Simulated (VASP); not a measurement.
OsI, 2 atoms in the cell. Symmetry: Pm-3m, No. 221, cubic system. Conventional cell: a = 3.385 Å, b = 3.385 Å, c = 3.385 Å, α = 90.00°, β = 90.00°, γ = 90.00°. Around Os (site symmetry m-3m) lie 8 I at 2.93 Å. I (site symmetry m-3m) has 8 Os at 2.93 Å as nearest neighbours. The cell was built by a generator and needn't be a form met in nature.

- Program: VASP 6.6.1
- Task: single point
- Functional: PBE
- Potentials or basis: VASP PAW PBE potentials, release 64 (Os, I)
- Cutoff: 520 eV
- k mesh: 8 × 8 × 8
- Occupations: fermi-dirac, width 0.05 eV
- Spin: no spin polarisation
- Further INCAR settings: ALGO = Normal; EDIFF = 1e-07; NBANDS = 14

Potentials or basis: VASP PAW PBE potentials, release 64 (Os, I).

Command:

```sh
$ cat potpaw_PBE.64/Os/POTCAR potpaw_PBE.64/I/POTCAR > POTCAR
$ mpirun -np 1 vasp_std > vasp.out
```

Hardware: 1 thread of Intel(R) Xeon(R) Platinum 8488C (Sapphire Rapids) (shared host).

**Question.** How long does it take, and how much memory?

**Answer.** It took 18 s on 1 thread of Intel(R) Xeon(R) Platinum 8488C (Sapphire Rapids), with other jobs on the host, peak memory 0.16 GiB. Counts: scf iterations 15, k points 35.
